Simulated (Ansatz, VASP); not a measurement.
# PtC18: VASP beside Ansatz

```xyz
19
Lattice="7.3980 0.0000 0.0000 -3.6990 6.4069 0.0000 0.0000 0.0000 12.0000" Properties=species:S:1:pos:R:3 pbc="T T T"
C     0.0325   -0.0100    0.9422
C     1.2601    0.6988    0.9671
C    -1.1814    2.1186    1.0234
C     0.0250    2.8336    0.9699
C    -2.4300    4.2814    1.0235
C    -1.2077    4.9687    0.9700
C     2.4975   -0.0102    0.9700
C     3.7199    0.6771    1.0236
C     1.2647    2.1249    0.9699
C     2.4712    2.8398    1.0235
C     0.0297    4.2597    0.9671
C     1.2574    4.9684    0.9422
C     4.9642   -0.0139    0.9589
C     6.1929    0.6955    0.9589
C     3.7108    2.1137    1.1797
C     4.9770    2.8448    1.1795
C     2.4950    4.2629    0.9589
C     3.7237    4.9723    0.9588
Pt    4.3442    2.4793    3.1030
```

Alike in both runs: functional PBEsol; k mesh 2 × 2 × 1; occupations gaussian, width 0.02 eV; no spin polarisation.

Ansatz relaxed the structure, and its values are those at the end. VASP's run is a single point on that final structure, the one shown.

|  | VASP | Ansatz |
| --- | --- | --- |
| version | VASP 6.6.1 | Ansatz 0.2.0 |
| potentials or method | VASP PAW PBE potentials, release 64 (C, Pt) | scalar-relativistic, plane waves, PAW |
| plane-wave cutoff (eV) | 520 | 420 |
| valence electrons in the cell | 82 | 90 |

```tsv
	VASP	Ansatz	Ansatz less VASP
rms of the force components (eV/Å)	0.022	0.001	-0.0203
```

The two sets of potentials don't hold the same shells in valence.

Caveats: the k mesh is coarse (spacing up to 0.49 Å⁻¹), so the values aren't converged; the PAW data sets were made with another functional, which shifts forces and pressure a little (VASP).
